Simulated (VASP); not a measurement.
# WH₂O₃F₂: harmonic vibrations of a molecule

WH₂O₃F₂, molecule in box, 8 atoms in the cell. PBE, harmonic vibrations; PAW potentials O, W_sv, F, H (PBE set).

## Input

INCAR.step1:
```
SYSTEM = H2WO3F2
PREC = Accurate ; ENCUT = 400
EDIFF = 1E-8 ; ISMEAR = 0
SIGMA = 0.01 ; ISYM = 0
LREAL = .False. ; LASPH = .True.
NELM = 100 ; ALGO = Normal
LWAVE = .False. ; LCHARG = .False.
IBRION = 2 ; NSW = 150
ISIF = 2 ; EDIFFG = -0.005
POTIM = 0.5
```

INCAR.step2, as INCAR.step1 but for:
```
- IBRION = 2
- NSW = 150
- ISIF = 2
- EDIFFG = -0.005
- POTIM = 0.5
+ IBRION = 5
+ NFREE = 2
+ POTIM = 0.015
+ NSW = 1
```

KPOINTS:
```
k-points
0
Gamma
  1 1 1
```

POSCAR.step1:
```
H2WO3F2
1.0
   13.0000000000      0.0000000000      0.0000000000
    0.0000000000     13.0000000000      0.0000000000
    0.0000000000      0.0000000000     13.0000000000
O W F H
3 1 2 2
Direct
    0.3768192300      0.4365038500      0.6254192300
    0.5928807700      0.4752730800      0.5882038500
    0.4754730800      0.3774961500      0.4505115400
    0.4571115400      0.4901884600      0.5394961500
    0.3832346200      0.5501730800      0.4307653800
    0.4692423100      0.6257346200      0.5833192300
    0.6251807700      0.4091269200      0.5945346200
    0.4966115400      0.3784038500      0.3798115400
```

Commands (each step's output is kept before the next begins):
```
cat potpaw_PBE.64/O/POTCAR potpaw_PBE.64/W_sv/POTCAR potpaw_PBE.64/F/POTCAR potpaw_PBE.64/H/POTCAR > POTCAR
cp INCAR.step1 INCAR
cp POSCAR.step1 POSCAR
mpirun -np 8 vasp_gam > vasp.out
cp CONTCAR POSCAR
cp INCAR.step2 INCAR
mpirun -np 8 vasp_gam > vasp.out
```

## Result

- Vibrations (cm⁻¹; a negative value is imaginary): 3762, 3754, 1015, 726, 702, 664, 623, 619, 579, 402, 330, 314, 274, 265, 232, 201, 144, 100
- Zero-point energy (eV): 0.912
- Translations and rotations, which should read zero (cm⁻¹): -9, -6, -1, 13, 20, 26
- Vibrational entropy at 298 K (meV/K): 0.835
- Displaced cells: 48
- Ionic steps, all stages: 135
- Electronic steps, all stages: 2202

VASP 6.6.1 took 3805 s on 8 cores (AMD EPYC 7R43 (Zen 3)), a shared host.
